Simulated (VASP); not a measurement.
All values below come from G0W0 on PBE orbitals, VASP's PBE PAW potentials (set 64) (plane waves; VASP).

A VASP calculation is set up with these files.

### POSCAR
```
NaF
1
    0.0000000000     2.3150000000     2.3150000000
    2.3150000000     0.0000000000     2.3150000000
    2.3150000000     2.3150000000     0.0000000000
Na F
1 1
Direct
  0.0000000000   0.0000000000   0.0000000000
  0.5000000000   0.5000000000   0.5000000000
```

File KPOINTS:
```
Automatic mesh
0
G
 6 6 6
0 0 0
```

### INCAR
```
SYSTEM = NaF
PREC = Normal; ENCUT = 500; LREAL = .FALSE.
LASPH = .TRUE.; NBANDS = 120
ALGO = EVGW0
ISMEAR = 0; SIGMA = 0.01
GGA = PE
LWAVE = .FALSE.; LCHARG = .FALSE.
NELMGW = 1; NOMEGA = 64; ENCUTGW = 180
NBANDSGW = 16; LSPECTRALGW = .TRUE.
```

POTCAR, in this order: Na_sv_GW F_GW_new (PBE.64 set). Program: vasp_std. Read from the step before: WAVECAR, WAVEDER.

The resulting files:

OSZICAR:
```
energies w=
    0.000    0.000    1.183    0.000    2.364    0.000    3.539    0.000
    4.708    0.000    5.867    0.000    7.015    0.000    8.151    0.000
    9.273    0.000   10.381    0.000   11.475    0.000   12.554    0.000
   13.618    0.000   14.669    0.000   15.707    0.000   16.732    0.000
   17.746    0.000   18.751    0.000   19.747    0.000   20.737    0.000
   21.722    0.000   22.704    0.000   23.684    0.000   24.666    0.000
   25.650    0.000   26.640    0.000   27.637    0.000   28.644    0.000
   29.664    0.000   30.700    0.000   31.754    0.000   32.830    0.000
   33.933    0.000   35.065    0.000   36.231    0.000   37.435    0.000
   38.684    0.000   39.984    0.000   41.340    0.000   42.761    0.000
   44.256    0.000   45.833    0.000   47.506    0.000   49.287    0.000
   51.192    0.000   53.239    0.000   55.449    0.000   57.850    0.000
   60.471    0.000   63.351    0.000   66.536    0.000   70.084    0.000
   74.066    0.000   78.574    0.000   83.725    0.000   89.674    0.000
   96.627    0.000  104.865    0.000  114.785    0.000  126.957    0.000
  142.241    0.000  161.992    0.000  188.475    0.000  225.789    0.000
NQ=   1    0.0000    0.0000    0.0000,
 performed        448000 updates of chi_q(r,r)
NQ=   2    0.1667    0.0000    0.0000,
 performed       1249000 updates of chi_q(r,r)
NQ=   3    0.3333    0.0000    0.0000,
 performed       2050000 updates of chi_q(r,r)
NQ=   4    0.5000    0.0000    0.0000,
 performed       2659000 updates of chi_q(r,r)
NQ=   5    0.1667    0.1667    0.0000,
 performed       3372000 updates of chi_q(r,r)
NQ=   6    0.3333    0.1667    0.0000,
 performed       4496000 updates of chi_q(r,r)
NQ=   7    0.5000    0.1667    0.0000,
 performed       5620000 updates of chi_q(r,r)
NQ=   8   -0.3333    0.1667    0.0000,
 performed       6744000 updates of chi_q(r,r)
NQ=   9   -0.1667    0.1667    0.0000,
 performed       7668000 updates of chi_q(r,r)
NQ=  10    0.3333    0.3333    0.0000,
 performed       8381000 updates of chi_q(r,r)
NQ=  11    0.5000    0.3333    0.0000,
 performed       9505000 updates of chi_q(r,r)
NQ=  12   -0.3333    0.3333    0.0000,
 performed      10429000 updates of chi_q(r,r)
NQ=  13    0.5000    0.5000    0.0000,
 performed      10992000 updates of chi_q(r,r)
NQ=  14    0.5000    0.3333    0.1667,
 performed      12124000 updates of chi_q(r,r)
NQ=  15   -0.3333    0.3333    0.1667,
 performed      13156000 updates of chi_q(r,r)
NQ=  16   -0.3333    0.5000    0.1667,
 performed      14080000 updates of chi_q(r,r)
 resolving degeneracies of screened two electron integrals
```

### OUTCAR
```


 k-point   1 :       0.0000    0.0000    0.0000
  band No.  KS-energies  QP-energies   sigma(KS)   V_xc(KS)     V^pw_x(r,r')   Z            occupation Imag(sigma)

      1     -48.8331     -58.3608     -41.0521     -29.2501     -49.1167       0.8073       2.0000       0.4027
      2     -20.9371     -25.1053     -28.2447     -22.7032     -36.8137       0.7522       2.0000       1.0197
      3     -20.7213     -27.0227     -35.8528     -28.3964     -41.4669       0.8451       2.0000       0.1487
      4     -20.7213     -27.0227     -35.8528     -28.3964     -41.4669       0.8451       2.0000       0.1487
      5     -20.7213     -27.0227     -35.8528     -28.3964     -41.4669       0.8451       2.0000       0.1487
      6      -1.7762      -4.5780     -25.8536     -22.3330     -30.1888       0.7958       2.0000       0.1654
      7      -1.7762      -4.5780     -25.8536     -22.3330     -30.1888       0.7958       2.0000       0.1654
      8      -1.7762      -4.5780     -25.8536     -22.3330     -30.1888       0.7958       2.0000       0.1654
      9       4.5542       6.0682      -7.7294      -9.4278      -5.0803       0.8914       0.0000      -0.0720
     10      17.2181      18.7787      -5.4052      -7.1813      -2.1619       0.8787       0.0000      -0.1414
     11      17.2181      18.7787      -5.4052      -7.1813      -2.1619       0.8787       0.0000      -0.1414
     12      17.2181      18.7787      -5.4052      -7.1813      -2.1619       0.8787       0.0000      -0.1414
     13      20.1169      20.9237      -4.2839      -5.2043      -0.7117       0.8767       0.0000      -0.4405
     14      22.2587      24.2325      -6.2182      -8.4661      -2.7809       0.8781       0.0000      -0.1737
     15      22.2587      24.2325      -6.2182      -8.4661      -2.7809       0.8781       0.0000      -0.1737
     16      25.0739      27.7383      -8.4412     -11.5169      -4.5479       0.8663       0.0000      -0.3759

 k-point   2 :       0.1667    0.0000    0.0000
  band No.  KS-energies  QP-energies   sigma(KS)   V_xc(KS)     V^pw_x(r,r')   Z            occupation Imag(sigma)

      1     -48.8298     -58.3686     -41.0586     -29.2564     -49.1237       0.8082       2.0000       0.4019
      2     -21.2313     -26.2497     -31.0024     -24.6425     -38.3641       0.7891       2.0000       0.6826
      3     -20.7246     -27.0214     -35.8449     -28.3899     -41.4580       0.8446       2.0000       0.1478
      4     -20.7246     -27.0214     -35.8449     -28.3899     -41.4580       0.8446       2.0000       0.1478
      5     -20.3958     -25.6919     -33.1326     -26.5033     -39.9499       0.7989       2.0000       0.4806
      6      -2.2604      -5.1310     -24.7038     -21.0853     -28.8797       0.7933       2.0000       0.1695
      7      -1.8426      -4.6620     -25.7449     -22.2014     -30.0773       0.7957       2.0000       0.1665
      8      -1.8426      -4.6620     -25.7449     -22.2014     -30.0773       0.7957       2.0000       0.1665
      9       5.4804       7.0851      -8.6142     -10.4260      -6.0643       0.8857       0.0000      -0.0731
     10      14.7541      16.2215      -5.7913      -7.4697      -2.6265       0.8743       0.0000      -0.1357
     11      17.6232      19.2482      -5.7129      -7.5706      -2.4312       0.8748       0.0000      -0.1549
     12      17.6232      19.2482      -5.7129      -7.5706      -2.4312       0.8748       0.0000      -0.1549
     13      21.4270      23.4536      -6.5871      -8.9014      -3.1369       0.8757       0.0000      -0.1944
     14      21.4270      23.4536      -6.5871      -8.9014      -3.1369       0.8757       0.0000      -0.1944
     15      22.5411      24.1038      -5.8899      -7.6461      -2.2303       0.8898       0.0000      -0.4977
     16      25.6414      27.7763      -6.4088      -8.7877      -2.6874       0.8975       0.0000      -0.4691

 k-point   3 :       0.3333    0.0000    0.0000
  band No.  KS-energies  QP-energies   sigma(KS)   V_xc(KS)     V^pw_x(r,r')   Z            occupation Imag(sigma)

      1     -48.8231     -58.3872     -41.0717     -29.2691     -49.1377       0.8103       2.0000       0.4004
      2     -21.4902     -26.6608     -31.3822     -24.8397     -38.4962       0.7903       2.0000       0.6210
      3     -20.7305     -27.0289     -35.8315     -28.3770     -41.4429       0.8449       2.0000       0.1459
      4     -20.7305     -27.0289     -35.8315     -28.3770     -41.4429       0.8449       2.0000       0.1459
      5     -20.0702     -25.1747     -32.8293     -26.4019     -39.8894       0.7942       2.0000       0.5291
      6      -3.0347      -6.0734     -23.4277     -19.6112     -27.4993       0.7962       2.0000       0.1836
      7      -1.9685      -4.8215     -25.5372     -21.9481     -29.8634       0.7949       2.0000       0.1686
      8      -1.9685      -4.8215     -25.5372     -21.9481     -29.8634       0.7949       2.0000       0.1686
      9       7.4659       9.1991      -8.9042     -10.8759      -6.2823       0.8791       0.0000      -0.0831
     10      12.2430      13.9621      -7.5689      -9.5441      -4.5856       0.8703       0.0000      -0.1168
     11      18.2589      20.0993      -6.4845      -8.5890      -3.1674       0.8745       0.0000      -0.1696
     12      18.2589      20.0993      -6.4845      -8.5890      -3.1674       0.8745       0.0000      -0.1696
     13      20.9411      22.9212      -6.8993      -9.1727      -3.3394       0.8710       0.0000      -0.2587
     14      20.9411      22.9212      -6.8993      -9.1727      -3.3394       0.8710       0.0000      -0.2587
     15      22.3653      24.3717      -6.5793      -8.8437      -2.8664       0.8860       0.0000      -0.4034
     16      26.4408      28.5624      -6.4056      -8.7111      -2.7187       0.9202       0.0000      -0.6305

 k-point   4 :       0.5000    0.0000    0.0000
  band No.  KS-energies  QP-energies   sigma(KS)   V_xc(KS)     V^pw_x(r,r')   Z            occupation Imag(sigma)

      1     -48.8199     -58.3941     -41.0784     -29.2754     -49.1448       0.8112       2.0000       0.3996
      2     -21.5835     -26.8001     -31.4500     -24.8619     -38.5023       0.7918       2.0000       0.6065
      3     -20.7336     -27.0310     -35.8239     -28.3706     -41.4344       0.8449       2.0000       0.1450
      4     -20.7336     -27.0310     -35.8239     -28.3706     -41.4344       0.8449       2.0000       0.1450
      5     -19.9452     -25.0026     -32.7987     -26.4304     -39.9200       0.7941       2.0000       0.5375
      6      -3.3653      -6.4620     -23.0043     -19.0981     -27.0641       0.7927       2.0000       0.1919
      7      -2.0324      -4.8956     -25.4370     -21.8276     -29.7609       0.7933       2.0000       0.1697
      8      -2.0324      -4.8956     -25.4370     -21.8276     -29.7609       0.7933       2.0000       0.1697
      9       9.0248      10.5714      -7.1260      -8.8735      -4.2897       0.8851       0.0000      -0.0911
     10      10.7293      12.8394     -10.2790     -12.7368      -7.5064       0.8585       0.0000      -0.1106
     11      18.3767      20.3391      -6.8376      -9.0782      -3.5415       0.8759       0.0000      -0.1619
     12      18.3767      20.3391      -6.8376      -9.0782      -3.5415       0.8759       0.0000      -0.1619
     13      21.1619      23.1410      -7.2734      -9.5579      -3.5642       0.8663       0.0000      -0.3360
     14      21.1619      23.1410      -7.2734      -9.5579      -3.5642       0.8663       0.0000      -0.3360
     15      22.0481      23.9619      -6.1267      -8.2844      -2.4290       0.8869       0.0000      -0.3797
     16      25.3395      27.5020      -6.6053      -8.9434      -2.9779       0.9249       0.0000      -0.5696

 k-point   5 :       0.1667    0.1667    0.0000
  band No.  KS-energies  QP-energies   sigma(KS)   V_xc(KS)     V^pw_x(r,r')   Z            occupation Imag(sigma)

      1     -48.8288     -58.3745     -41.0607     -29.2584     -49.1260       0.8088       2.0000       0.4017
      2     -21.2240     -26.2567     -31.0579     -24.6865     -38.4002       0.7899       2.0000       0.6754
      3     -20.7348     -27.0225     -35.8221     -28.3657     -41.4329       0.8433       2.0000       0.1498
      4     -20.7348     -27.0225     -35.8221     -28.3657     -41.4329       0.8433       2.0000       0.1498
      5     -20.3832     -25.6632     -33.1093     -26.4960     -39.9476       0.7984       2.0000       0.4825
      6      -2.3160      -5.1945     -24.5663     -20.9359     -28.7296       0.7929       2.0000       0.1706
      7      -1.8875      -4.7178     -25.6854     -22.1265     -30.0118       0.7953       2.0000       0.1669
      8      -1.8875      -4.7178     -25.6854     -22.1265     -30.0118       0.7953       2.0000       0.1669
      9       5.7647       7.4011      -8.8080     -10.6621      -6.2668       0.8826       0.0000      -0.0741
     10      14.5492      15.8498      -5.0033      -6.4816      -1.8542       0.8798       0.0000      -0.1281
     11      17.4478      19.2154      -6.4594      -8.4902      -3.1460       0.8704       0.0000      -0.1670
     12      17.4478      19.2154      -6.4594      -8.4902      -3.1460       0.8704       0.0000      -0.1670
     13      19.4684      21.5239      -6.9424      -9.2914      -3.5394       0.8751       0.0000      -0.1842
     14      22.9735      24.9746      -6.2587      -8.5395      -2.7835       0.8774       0.0000      -0.1891
     15      24.3373      25.5739      -4.5742      -5.9146      -1.0221       0.9225       0.0000      -0.5980
     16      25.3916      28.1894      -8.7670     -11.9381      -4.7777       0.8823       0.0000      -0.4780

 k-point   6 :       0.3333    0.1667    0.0000
  band No.  KS-energies  QP-energies   sigma(KS)   V_xc(KS)     V^pw_x(r,r')   Z            occupation Imag(sigma)

      1     -48.8233     -58.3822     -41.0714     -29.2689     -49.1375       0.8099       2.0000       0.4006
      2     -21.3652     -26.5349     -31.4606     -24.9378     -38.5859       0.7926       2.0000       0.6178
      3     -20.7439     -27.0332     -35.8006     -28.3445     -41.4089       0.8435       2.0000       0.1489
      4     -20.7439     -27.0332     -35.8006     -28.3445     -41.4089       0.8435       2.0000       0.1489
      5     -20.1974     -25.3060     -32.7477     -26.2975     -39.7969       0.7920       2.0000       0.5313
...
```
(Selected blocks of OUTCAR.)

The mesh is coarse and the basis finite, so the quasiparticle values are not converged.

The compound is NaF in the rock salt structure. The cell was not relaxed at this level.
